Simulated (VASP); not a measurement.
These are PBE GGA, VASP's PBE PAW potentials (set 64) (plane waves; VASP) values and carry that method's errors.

VASP input:

**INCAR**
```
# general
SYSTEM   =  Nb3Sn
PREC     =  Accurate
ENCUT    =  500
LREAL    =  .False.
LASPH    =  .True.

# electronic loop
EDIFF    =  1E-6
NELM     =  100
ALGO     =  Normal
LMAXMIX  =  4

# smearing
ISMEAR   =  1
SIGMA    =  0.1

# functional
GGA      =  PE

# ions
IBRION   =  2
NSW      =  40
ISIF     =  3
EDIFFG   =  -0.02

# output
LWAVE    =  .False.
LCHARG   =  .False.
```

### POSCAR
```
Nb3Sn
1.0
  5.3154759120   0.0000000000   0.0000000000
  0.0000000000   5.3154759120   0.0000000000
  0.0000000000   0.0000000000   5.3154759120
Nb Sn
6 2
Cart
  1.3288689780   0.0000000000   2.6577379560
  2.6577379560   1.3288689780   0.0000000000
  2.6577379560   3.9866069340   0.0000000000
  3.9866069340   0.0000000000   2.6577379560
  0.0000000000   2.6577379560   3.9866069340
  0.0000000000   2.6577379560   1.3288689780
  2.6577379560   2.6577379560   2.6577379560
  0.0000000000   0.0000000000   0.0000000000
```

### KPOINTS
```
kpoints
0
G
  6 6 6
```

POTCAR, in this order: Nb_sv Sn_d (PBE.64 set). Program: vasp_std.

Unless said otherwise, spin-orbit coupling is left out, though it shifts the bands of the heavy elements here.

Question: Predict the energy per atom (σ→0), band gap (on the k-mesh).

Answer: 
| Item | Value |
|---|---|
| energy per atom (σ→0) | -8.795 eV/atom |
| band gap (on the k-mesh) | none (metal, semimetal or under 0.01 eV) |

### OSZICAR
```
...
DAV:   7    -0.703592172482E+02    0.22252E+00   -0.18723E+00  3960   0.678E+00    0.266E+00
DAV:   8    -0.703647622934E+02   -0.55450E-02   -0.26281E-01  4058   0.274E+00    0.563E-01
DAV:   9    -0.703653122377E+02   -0.54994E-03   -0.42039E-02  4040   0.110E+00    0.384E-01
DAV:  10    -0.703660113283E+02   -0.69909E-03   -0.63319E-03  4019   0.384E-01    0.605E-02
DAV:  11    -0.703659712143E+02    0.40114E-04   -0.65153E-04  3448   0.141E-01    0.273E-02
DAV:  12    -0.703659548118E+02    0.16403E-04   -0.75102E-05  4073   0.481E-02    0.623E-03
DAV:  13    -0.703659547641E+02    0.47696E-07   -0.69971E-06  2824   0.142E-02
   1 F= -.70365955E+02 E0= -.70363706E+02  d E =-.703660E+02
```

The compound is Nb3Sn in the A15 structure. It was relaxed first.
